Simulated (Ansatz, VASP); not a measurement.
**H18C9SNO3F3 (ionic liquid Pyr13+ triflate at 300 K) in two plane-wave programs**

Aim: how closely do two programs agree when they are given the same cell, functional and k mesh? The cell is taken from a series of runs on this material, whose earlier steps may have relaxed, scaled, displaced or heated it; both programs get it as it stands.

Calculated with Ansatz 0.2.0; plane waves, with VASP 6.6.1 beside it; single point at PBE with D3(BJ).

## (1) Set-up

The cell holds 140 atoms: 36 C, 4 N, 72 H, 12 O, 4 S and 12 F. Cell: a = 11.313 Å, b = 11.313 Å, c = 11.313 Å, α = 90.0°, β = 90.0°, γ = 90.0°. As first built, before any earlier steps moved the atoms (in the runner's words): 4 Pyr13+, 4 triflate placed at random, at 1.27 g/cm^3; overlaps pushed apart, then 10 ps at 700 K with MMFF94 bonds, angles, torsions, charges and radii (Halgren, J. Comput. Chem. 17, 490 (1996)) in harmonic and 12-6 forms; charges of ions scaled by 0.8. Snapshot after 30 ps at 300 K and fixed volume.

## (2) Ansatz: single point, PBE with D3(BJ)

Ansatz runs on its default PAW (the set named soft_2) files.

A single point gives forces, pressure and levels at one fixed geometry, so differences don't come from the geometry; what else differs is listed under the comparison.

The input, input.yaml:

```yaml
crystal:
  lattice:
    - [11.31336, 0.0, 0.0]
    - [0.0, 11.31336, 0.0]
    - [0.0, 0.0, 11.31336]
  atoms:
    - { symbol: C, position: [0.41061, 0.6139, 0.63434] }
    - { symbol: C, position: [0.36537, 0.70357, 0.72452] }
    - { symbol: C, position: [0.23389, 0.6874, 0.74446] }
    - { symbol: "N", position: [0.18285, 0.75797, 0.84691] }
    - { symbol: C, position: [0.23928, 0.72212, 0.96126] }
    - { symbol: C, position: [0.04927, 0.7347, 0.85168] }
    - { symbol: C, position: [0.99326, 0.84145, 0.79312] }
    - { symbol: C, position: [0.0709, 0.94185, 0.83975] }
    - { symbol: C, position: [0.19513, 0.89176, 0.82624] }
    - { symbol: H, position: [0.50658, 0.62291, 0.62479] }
    - { symbol: H, position: [0.36955, 0.6268, 0.54742] }
    - { symbol: H, position: [0.39249, 0.52314, 0.66364] }
    - { symbol: H, position: [0.41386, 0.69134, 0.80746] }
    - { symbol: H, position: [0.38466, 0.79367, 0.69385] }
    - { symbol: H, position: [0.21378, 0.59479, 0.76458] }
    - { symbol: H, position: [0.18314, 0.7135, 0.66586] }
    - { symbol: H, position: [0.33342, 0.74382, 0.95957] }
    - { symbol: H, position: [0.19601, 0.76981, 0.03344] }
    - { symbol: H, position: [0.22806, 0.62651, 0.97173] }
    - { symbol: H, position: [0.02426, 0.73045, 0.94524] }
    - { symbol: H, position: [0.0322, 0.64898, 0.81029] }
    - { symbol: H, position: [0.99852, 0.83561, 0.69625] }
    - { symbol: H, position: [0.90038, 0.84951, 0.81857] }
    - { symbol: H, position: [0.05076, 0.95948, 0.93316] }
    - { symbol: H, position: [0.0611, 0.02493, 0.79117] }
    - { symbol: H, position: [0.26072, 0.92676, 0.88803] }
    - { symbol: H, position: [0.22781, 0.90365, 0.73591] }
    - { symbol: C, position: [0.88396, 0.66537, 0.48218] }
    - { symbol: C, position: [0.7849, 0.7574, 0.48321] }
    - { symbol: C, position: [0.72739, 0.76244, 0.36186] }
    - { symbol: "N", position: [0.63348, 0.85681, 0.34515] }
    - { symbol: C, position: [0.59215, 0.85057, 0.21952] }
    - { symbol: C, position: [0.681, 0.98147, 0.37144] }
    - { symbol: C, position: [0.62015, 0.01998, 0.48485] }
    - { symbol: C, position: [0.49829, 0.96235, 0.47343] }
    - { symbol: C, position: [0.52811, 0.83927, 0.42851] }
    - { symbol: H, position: [0.95205, 0.68841, 0.41709] }
    - { symbol: H, position: [0.92596, 0.66001, 0.56941] }
    - { symbol: H, position: [0.84971, 0.57738, 0.45997] }
    - { symbol: H, position: [0.72042, 0.7348, 0.55218] }
    - { symbol: H, position: [0.82182, 0.84405, 0.50686] }
    - { symbol: H, position: [0.79416, 0.77963, 0.29343] }
    - { symbol: H, position: [0.68462, 0.67801, 0.3404] }
    - { symbol: H, position: [0.5614, 0.76086, 0.20073] }
    - { symbol: H, position: [0.51949, 0.91314, 0.20711] }
    - { symbol: H, position: [0.66633, 0.8719, 0.16128] }
    - { symbol: H, position: [0.77757, 0.97803, 0.37484] }
    - { symbol: H, position: [0.65443, 0.0382, 0.29763] }
    - { symbol: H, position: [0.66681, 0.986, 0.56289] }
    - { symbol: H, position: [0.61719, 0.11648, 0.49097] }
    - { symbol: H, position: [0.44328, 0.01001, 0.4091] }
    - { symbol: H, position: [0.4496, 0.95843, 0.55705] }
    - { symbol: H, position: [0.45725, 0.79544, 0.37965] }
    - { symbol: H, position: [0.55749, 0.7821, 0.50063] }
    - { symbol: C, position: [0.85891, 0.12293, 0.08376] }
    - { symbol: C, position: [0.84103, 0.20335, 0.97642] }
    - { symbol: C, position: [0.73988, 0.28839, 0.00044] }
    - { symbol: "N", position: [0.71103, 0.37586, 0.90285] }
    - { symbol: C, position: [0.60265, 0.44297, 0.93925] }
    - { symbol: C, position: [0.68931, 0.31464, 0.7839] }
    - { symbol: C, position: [0.79932, 0.33863, 0.711] }
    - { symbol: C, position: [0.8313, 0.46479, 0.74823] }
    - { symbol: C, position: [0.81419, 0.4617, 0.88153] }
    - { symbol: H, position: [0.87435, 0.1746, 0.16452] }
    - { symbol: H, position: [0.78125, 0.06689, 0.09917] }
    - { symbol: H, position: [0.93533, 0.06483, 0.07045] }
    - { symbol: H, position: [0.82249, 0.14868, 0.89839] }
    - { symbol: H, position: [0.92379, 0.2508, 0.95843] }
    - { symbol: H, position: [0.75839, 0.34269, 0.07855] }
    - { symbol: H, position: [0.65756, 0.24002, 0.01775] }
    - { symbol: H, position: [0.52715, 0.38242, 0.94162] }
    - { symbol: H, position: [0.61771, 0.48111, 0.02693] }
    - { symbol: H, position: [0.58662, 0.51329, 0.8748] }
    - { symbol: H, position: [0.61168, 0.35717, 0.74447] }
    - { symbol: H, position: [0.66901, 0.22157, 0.80041] }
    - { symbol: H, position: [0.78173, 0.32908, 0.61632] }
    - { symbol: H, position: [0.87102, 0.27749, 0.73449] }
    - { symbol: H, position: [0.92262, 0.4877, 0.72581] }
    - { symbol: H, position: [0.77166, 0.52967, 0.70763] }
    - { symbol: H, position: [0.79173, 0.54667, 0.92195] }
    - { symbol: H, position: [0.89193, 0.42464, 0.92557] }
    - { symbol: C, position: [0.36784, 0.14845, 0.13606] }
    - { symbol: C, position: [0.33138, 0.26882, 0.18581] }
    - { symbol: C, position: [0.2054, 0.26168, 0.23148] }
    - { symbol: "N", position: [0.1553, 0.37526, 0.28241] }
    - { symbol: C, position: [0.14403, 0.4674, 0.18826] }
    - { symbol: C, position: [0.23072, 0.42145, 0.38507] }
    - { symbol: C, position: [0.14291, 0.45883, 0.47931] }
    - { symbol: C, position: [0.04755, 0.36372, 0.46913] }
    - { symbol: C, position: [0.03268, 0.35016, 0.33628] }
    - { symbol: H, position: [0.35752, 0.07788, 0.20198] }
    - { symbol: H, position: [0.46069, 0.15043, 0.10842] }
    - { symbol: H, position: [0.31356, 0.12488, 0.05913] }
    - { symbol: H, position: [0.33849, 0.33536, 0.11548] }
    - { symbol: H, position: [0.39269, 0.29422, 0.25655] }
    - { symbol: H, position: [0.14513, 0.23561, 0.16006] }
    - { symbol: H, position: [0.19884, 0.19653, 0.30293] }
    - { symbol: H, position: [0.23071, 0.48292, 0.14846] }
    - { symbol: H, position: [0.08316, 0.43432, 0.12068] }
    - { symbol: H, position: [0.11026, 0.54903, 0.22774] }
    - { symbol: H, position: [0.2851, 0.34742, 0.41566] }
    - { symbol: H, position: [0.28842, 0.49164, 0.35222] }
    - { symbol: H, position: [0.10732, 0.54702, 0.46] }
    - { symbol: H, position: [0.18407, 0.46161, 0.56681] }
    - { symbol: H, position: [0.07757, 0.28078, 0.5098] }
    - { symbol: H, position: [0.96366, 0.38811, 0.51054] }
    - { symbol: H, position: [0.97145, 0.41598, 0.30047] }
    - { symbol: H, position: [0.00413, 0.26246, 0.30742] }
    - { symbol: O, position: [0.12047, 0.41389, 0.78235] }
    - { symbol: S, position: [0.19824, 0.34444, 0.85953] }
    - { symbol: O, position: [0.29523, 0.41247, 0.9122] }
    - { symbol: O, position: [0.13578, 0.26593, 0.94135] }
    - { symbol: C, position: [0.27501, 0.24069, 0.75527] }
    - { symbol: F, position: [0.19561, 0.17554, 0.69429] }
    - { symbol: F, position: [0.3467, 0.16633, 0.81483] }
    - { symbol: F, position: [0.3413, 0.3012, 0.6765] }
    - { symbol: O, position: [0.54346, 0.74808, 0.96266] }
    - { symbol: S, position: [0.64872, 0.78478, 0.89667] }
    - { symbol: O, position: [0.75598, 0.79516, 0.96856] }
    - { symbol: O, position: [0.6653, 0.72456, 0.78325] }
    - { symbol: C, position: [0.61503, 0.94131, 0.85364] }
    - { symbol: F, position: [0.51598, 0.94777, 0.78763] }
    - { symbol: F, position: [0.70508, 0.98761, 0.78968] }
    - { symbol: F, position: [0.59939, 0.00956, 0.95042] }
    - { symbol: O, position: [0.77023, 0.27834, 0.41485] }
    - { symbol: S, position: [0.69416, 0.33921, 0.32953] }
    - { symbol: O, position: [0.75323, 0.433, 0.26207] }
    - { symbol: O, position: [0.61867, 0.26098, 0.25945] }
    - { symbol: C, position: [0.58721, 0.42269, 0.42431] }
    - { symbol: F, position: [0.64548, 0.49213, 0.50213] }
    - { symbol: F, position: [0.51755, 0.34808, 0.48616] }
    - { symbol: F, position: [0.5173, 0.4928, 0.35736] }
    - { symbol: O, position: [0.08892, 0.75599, 0.25954] }
    - { symbol: S, position: [0.18474, 0.81632, 0.32267] }
    - { symbol: O, position: [0.22916, 0.75271, 0.42647] }
    - { symbol: O, position: [0.27675, 0.86558, 0.24614] }
    - { symbol: C, position: [0.11082, 0.94986, 0.38782] }
    - { symbol: F, position: [0.19122, 0.02162, 0.43969] }
    - { symbol: F, position: [0.03103, 0.91825, 0.47089] }
    - { symbol: F, position: [0.0538, 0.01217, 0.30351] }
kpoints:
  mp_grid: { grid: [1, 1, 1] }
hamiltonian:
  xc: pbe
  dispersion: d3bj
scf:
  occupations: { method: fermi_dirac, width: 0.025 }
output:
  forces: true
  stress: true
  populations: true
  dos:
    method: { smearing: { sigma: 0.1 } }
    de: 0.1
    projected: { site_lists: { C: [C], F: [F], H: [H], "N": ["N"], O: [O] } }
  eigenvalues: true
```

On the command line:

```
$ ansatz run input.yaml --threads 4 --pin off --max-ram 8192MiB --backend cpu --events-out ev --progress --plain --runs-dir out
```

Numbers of over 12 decimals in the logs are rounded to 6 here.

What it wrote:

```text
Engine: ansatz 0.2.0, aarch64-unknown-linux-gnu
Pseudopotentials: kind: paw
Pseudopotential: C, paw, valence charge 4, recommended cutoff 420 eV (normal), C.paw.azcp
Pseudopotential: N, paw, valence charge 5, recommended cutoff 420 eV (normal), N.paw.azcp
Pseudopotential: H, paw, valence charge 1, recommended cutoff 420 eV (normal), H.paw.azcp
Pseudopotential: O, paw, valence charge 6, recommended cutoff 420 eV (normal), O.paw.azcp
Pseudopotential: S, paw, valence charge 6, recommended cutoff 420 eV (normal), S.paw.azcp
Pseudopotential: F, paw, valence charge 7, recommended cutoff 420 eV (normal), F.paw.azcp
Functional definition: PBE
  parameter kappa = 0.804
  parameter beta = 0.066725
  exchange = pbe_x(kappa = kappa, mu = beta*pi^2/3)
  correlation = pbe_c(beta = beta)
Crystal: 140 atoms, lattice volume = 1448.021 Å³
Basis set: ecut = 420 eV, 28353 PW (Γ), exchange–correlation on 160×160×160 points (8 copies of the dense FFT grid, shifted against one another)
Bands: 348, of which v1, the nominal top of the filled ones, is band 208 counted from 1 (207 counted from 0)
Symmetry: 1 space group operations
Space group: P1 (ITA 1), of the structure as read, at distance tolerance 1.1e-4 Å
k-points: 1
Non-local potential: C, projectors of the file, l = 0: 2, l = 1: 2, l = 2: 1
Non-local potential: N, projectors of the file, l = 0: 2, l = 1: 2, l = 2: 1
Non-local potential: H, projectors of the file, l = 0: 2, l = 1: 1
Non-local potential: O, projectors of the file, l = 0: 2, l = 1: 2, l = 2: 1
Non-local potential: S, projectors of the file, l = 0: 2, l = 1: 2, l = 2: 2
Non-local potential: F, projectors of the file, l = 0: 2, l = 1: 2, l = 2: 1
PAW form: soft (Blöchl's): semilocal exchange-correlation on the pseudo side does not see the compensation charge
PAW one-centre angular grid: C, 110 points (default); XC on 64 Gauss nodes
PAW one-centre angular grid: N, 110 points (default); XC on 64 Gauss nodes
PAW one-centre angular grid: H, 110 points (default); XC on 64 Gauss nodes
PAW one-centre angular grid: O, 110 points (default); XC on 64 Gauss nodes
PAW one-centre angular grid: S, 110 points (default); XC on 64 Gauss nodes
PAW one-centre angular grid: F, 110 points (default); XC on 64 Gauss nodes
Initial density: superposition of atomic densities (neutral atoms: chi_scale 0, normalization atom), corrected by the library's trained network
Initial wavefunctions: pseudopotential atomic-orbital guess
Functional: x = pbe(κ = 0.804, μ = 0.219515), c = pbe(β = 0.066725)
SCF iter   1: F=—  HF=-31839.928916 eV  |F-HF|=—  |Δ(HF+E_count)|=         —  Δρ=4.67e-3  dr2=4.83e-1  ethr=1.77e-3  ⟨swp⟩=5.0  Hψ=1465  notcnv=0  defer=123
preconditioner: auto → Resta (q_TF=auto, 2.216 Å⁻¹)  ε∞=2.5  [insulator: Δε(μ)=5.261 eV  Ē_g=15.929 eV  σ=0.025 eV  W_gap=1.00  n_scr=250 (ndim 8)  ℏωp=19.3 eV  f_vac=0.244  D(μ)=0.00/eV (n_scr^D=0)  ε∞_Penn≈2.5]
SCF iter   2: F=—  HF=-31839.797106 eV  |F-HF|=—  |Δ(HF+E_count)|=   1.32e-1  Δρ=2.38e-3  dr2=1.01e-1  ethr=1.16e-4  ⟨swp⟩=2.0  Hψ=458  notcnv=0  defer=132
SCF iter   3: F=—  HF=-31839.792576 eV  |F-HF|=—  |Δ(HF+E_count)|=   4.53e-3  Δρ=1.22e-3  dr2=2.92e-2  ethr=2.43e-5  ⟨swp⟩=2.0  Hψ=420  notcnv=0  defer=132
SCF iter   4: F=—  HF=-31839.787446 eV  |F-HF|=—  |Δ(HF+E_count)|=   5.13e-3  Δρ=4.61e-4  dr2=3.79e-3  ethr=7.03e-6  ⟨swp⟩=2.0  Hψ=420  notcnv=0  defer=132
SCF iter   5: F=—  HF=-31839.786756 eV  |F-HF|=—  |Δ(HF+E_count)|=   6.90e-4  Δρ=1.93e-4  dr2=5.74e-4  ethr=9.12e-7  ⟨swp⟩=2.0  Hψ=420  notcnv=0  defer=132
SCF iter   6: F=—  HF=-31839.786730 eV  |F-HF|=—  |Δ(HF+E_count)|=   2.56e-5  Δρ=1.22e-4  dr2=1.93e-4  ethr=1.38e-7  ⟨swp⟩=2.0  Hψ=412  notcnv=0  defer=132
SCF iter   7: F=—  HF=-31839.786700 eV  |F-HF|=—  |Δ(HF+E_count)|=   2.99e-5  Δρ=3.06e-5  dr2=1.33e-5  ethr=4.65e-8  ⟨swp⟩=2.0  Hψ=412  notcnv=0  defer=132
SCF iter   8: F=—  HF=-31839.784868 eV  |F-HF|=—  |Δ(HF+E_count)|=   1.83e-3  Δρ=1.25e-5  dr2=1.78e-6  ethr=3.20e-9  ⟨swp⟩=2.0  Hψ=549  notcnv=0  defer=132
SCF iter   9: F=—  HF=-31839.784868 eV  |F-HF|=—  |Δ(HF+E_count)|=   1.97e-7  Δρ=5.14e-6  dr2=3.20e-7  ethr=4.27e-10  ⟨swp⟩=2.0  Hψ=424  notcnv=0  defer=132
SCF iter  10: F=-31839.784868 eV  HF=-31839.784868 eV  |F-HF|=1.40e-8  |Δ(HF+E_count)|=   8.65e-8  Δρ=1.24e-6  dr2=2.41e-8  ethr=2.40e-11  ⟨swp⟩=14.0  Hψ=2306  notcnv=0
SCF 1 converged in 10 iterations: F = -31839.784868 eV  dr2 = 2.41e-8
  greatest PAW one-centre occupation: 0.934 electrons in one spin orbital (limit 2), on the F atom at site 129 (counted from 0), in its partial waves of l = 0
SCF converged after 10 iterations
Free energy (F): -31839.784868 eV
Harris-Foulkes:  -31839.784868 eV  (|F-HF|=1.40e-8)
Internal energy: -31839.784868 eV  (E = F + TS)
E sigma→0 (E₀):  -31839.784868 eV
Fermi energy:    2.282491 eV
--- Per-component energies (eV) ---
  E_band       = -3476.079834
  E_kinetic    = 9852.306926
[...]
atom 106  H      0.00737513    -0.01589551    -0.02728717
  atom 107  H     -0.02875498    -0.02463718     0.01289079
  atom 108  H     -0.00555684     0.02001746     0.00916991
  atom 109  O      0.00699786    -0.02826319    -0.15172237
  atom 110  S     -0.20209064     0.29536888     0.31859509
  atom 111  O      0.10701043    -0.05343035    -0.06982483
  atom 112  O      0.03134201    -0.13681605    -0.04098839
  atom 113  C     -0.15725878     0.23587145     0.22887569
  atom 114  F      0.02820516    -0.10561226    -0.10011631
  atom 115  F      0.07656318    -0.09614232    -0.05645790
  atom 116  F      0.07410339    -0.05524864    -0.09707749
  atom 117  O     -0.09696918     0.13489234     0.00367391
  atom 118  S      0.10459551    -0.44924681     0.19187764
  atom 119  O      0.02937693     0.16458044    -0.02341168
  atom 120  O     -0.01575047     0.09462973    -0.14673665
  atom 121  C      0.07043131    -0.37233412     0.13994955
  atom 122  F     -0.06042401     0.12919197    -0.06320727
  atom 123  F      0.01969426     0.15480340    -0.05992537
  atom 124  F     -0.02172516     0.13900207    -0.01368185
  atom 125  O     -0.05516467     0.03578889     0.16726569
  atom 126  S      0.29950343    -0.23218377    -0.29250194
  atom 127  O     -0.05224955     0.12017968     0.03962589
  atom 128  O     -0.14615038     0.01965022     0.05429156
  atom 129  C      0.24465015    -0.17377332    -0.23175013
[...]
atom 133  O     -0.14606035     0.07698024     0.02299424
  atom 134  S      0.25389801    -0.44509327    -0.24265473
  atom 135  O     -0.03201308     0.08958420     0.17293102
  atom 136  O     -0.00647438     0.18269979     0.03096138
  atom 137  C      0.20803302    -0.35074340    -0.18467384
  atom 138  F     -0.03012142     0.14516596     0.08155135
  atom 139  F     -0.10657484     0.10299863     0.10184728
  atom 140  F     -0.08812180     0.14318319     0.02971825
  max |Σ_I F_I| component: 7.87e-5 eV/Å
--- Stress (GPa, compression-positive) ---
       -0.133057       0.137132      -0.002697
        0.137133      -0.273288      -0.068490
       -0.002697      -0.068490      -0.222523
  P = ⅓ Tr σ = -0.2096 GPa (-2.096 kbar)
--- Band table (eV) ---
  k-point 0: bands = [... 204 lower, -0.4608, -0.3776, -0.3752, -0.2748, 4.8389, 5.1808, 5.3663, 5.5159, ... 136 higher]
--- Löwdin populations: 140 sites ---
  site symbol       q [e]
     0      C      4.4559
     1      C      4.2634
     2      C      4.1798
     3      N      4.8863
     4      C      4.3588
     5      C      4.1723
     6      C      4.2757
     7      C      4.2727
     8      C      4.1793
     9      H      0.8105
    10      H      0.8118
    11      H      0.8168
    12      H      0.8069
    13      H      0.8309
    14      H      0.7944
    15      H      0.8023
    16      H      0.7722
    17      H      0.7752
    18      H      0.7875
    19      H      0.7853
    20      H      0.7938
    21      H      0.8184
    22      H      0.7753
    23      H      0.8106
[...]
132      O      6.7870
   133      S      3.7223
   134      O      6.7945
   135      O      6.7867
   136      C      3.3591
   137      F      7.2302
   138      F      7.2294
   139      F      7.2266
  spilling = 0.014268 (of n_electrons = 416.000000)
```

[end of part 1 of 2]

[Lines on the potential files, build, host, timing and source positions are cut from VASP's logs without a mark.]

[Logs are printed without paths, hosts, clocks, repeated set-up lines and the standing remarks that a program may print on its own settings, such as how far it seeks lower states.]

[Hosts, paths, dates, database ids (printed as entryN), source tags and the programs' standing remarks are cut or masked in the printed files.]

[The MMFF94 radii named for the starting cell were scaled by 0.96; in molecules described by MMFF94, hydrogen bound to N, O or S took a small fixed 12-6 site in their place.]
